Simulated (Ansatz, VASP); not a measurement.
CaHfS2 in VASP and in Ansatz

The input INCAR:

```
SYSTEM = CaHfS2
  ALGO = Normal
  EDIFF = 1E-6
  EDIFFG = -0.01
  ENCUT = 600
  GGA = PE
  IBRION = 2
  ISIF = 3
  ISMEAR = 0
  LASPH = .TRUE.
  LCHARG = .FALSE.
  LREAL = .FALSE.
  LWAVE = .FALSE.
  NELM = 100
  NSW = 100
  PREC = Accurate
  SIGMA = 0.1
```

File KPOINTS:

```
k-points
0
G
  15 15 8
  0 0 0
```

POSCAR

```
CaHfS2
1.0
    3.6420380305      0.0000000000      0.0000000000
   -1.8210190153      3.1540974560      0.0000000000
    0.0000000000      0.0000000000      6.7824473738
Ca Hf S
1 1 2
Direct
    0.3333333333      0.6666666667      0.5000000000
    0.6666666667      0.3333333333      0.0000000000
    0.0000000000      0.0000000000      0.2316050705
    0.0000000000      0.0000000000      0.7683949295
```

Input for Ansatz:

```yaml
crystal:
  lattice:
    - [3.6420380305, 0.0, 0.0]
    - [-1.8210190153, 3.154097456, 0.0]
    - [0.0, 0.0, 6.7824473738]
  atoms:
    - { symbol: Ca, position: [0.3333333333, 0.6666666667, 0.5] }
    - { symbol: Hf, position: [0.6666666667, 0.3333333333, 0.0] }
    - { symbol: S, position: [0.0, 0.0, 0.2316050705] }
    - { symbol: S, position: [0.0, 0.0, 0.7683949295] }
basis:
  ecutwfc: 420
kpoints:
  mp_grid: { grid: [15, 15, 8] }
hamiltonian:
  xc: pbe
scf:
  occupations: { method: gaussian, width: 0.1 }
output:
  forces: true
  stress: true
  eigenvalues: true
  write_density: true
  write_potential: true
  elf: true
  volumetric_format: npy
relax:
  adjacent_minimum: "off"
  f_tol: 0.01
  max_steps: 80
  cell: { stress_tol: 0.05 }
```

Alike in both runs: task relaxation of cell and atoms; functional PBE; k mesh 15 × 15 × 8; occupations gaussian, width 0.1 eV; no spin polarisation.

|  | VASP | Ansatz |
| --- | --- | --- |
| version | VASP 6.6.1 | Ansatz 0.2.0 |
| potentials or method | VASP PAW PBE potentials, release 64 (Ca_sv, Hf_pv, S) | scalar-relativistic, plane waves, PAW |
| plane-wave cutoff (eV) | 600 | 420 |
| valence electrons in the cell | 32 | 48 |

```tsv
	VASP	Ansatz	Ansatz less VASP
gap on the k mesh at the Fermi level, each at its own relaxed structure (eV)	none	none	-
relaxed volume (Å³/atom)	19.45	19.48	+0.032
relaxed cell length with the largest relative difference (Å)	3.644	3.647	+0.0027
```

A gap of «none» marks a metal or a gap that the smearing closes. The two sets of potentials don't hold the same shells in valence.

Spin-orbit coupling is left out, which matters for the levels of Hf.
